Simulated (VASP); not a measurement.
Here is the system:

```xyz
2
Lattice="0.0000 2.1851 2.1851 2.1851 0.0000 2.1851 2.1851 2.1851 0.0000" Properties=species:S:1:pos:R:3 pbc="T T T"
Nb     0.0000     0.0000     0.0000
N      2.1851     2.1851     2.1851
```

Level of theory: AM05 GGA, VASP's PBE PAW potentials (set 64) (plane waves; VASP). Numerical set-up: 520 eV cut-off, Gaussian smearing of 0.050 eV, potentials Nb_sv N.

Give the energies of bands 6 to 12 at the high-symmetry points, in eV from the Fermi level.

| band | Γ | X | U | L | W |
|---|---|---|---|---|---|
| 6 | -3.36 | -5.77 | -6.92 | -9.30 | -6.79 |
| 7 | -3.36 | -5.20 | -6.03 | -7.18 | -6.09 |
| 8 | -3.36 | -4.01 | -5.71 | -7.18 | -6.09 |
| 9 | -2.06 | -4.01 | -1.95 | 1.56 | -0.09 |
| 10 | -2.06 | 1.64 | 2.10 | 1.56 | -0.09 |
| 11 | -2.06 | 2.93 | 2.26 | 2.08 | 2.94 |
| 12 | -0.16 | 2.93 | 4.27 | 4.47 | 3.63 |

It has no gap at this level: it comes out as a metal or semimetal.

The compound is NbN in the rock salt structure, the cubic δ form, which competes with hexagonal ones. It was relaxed first.
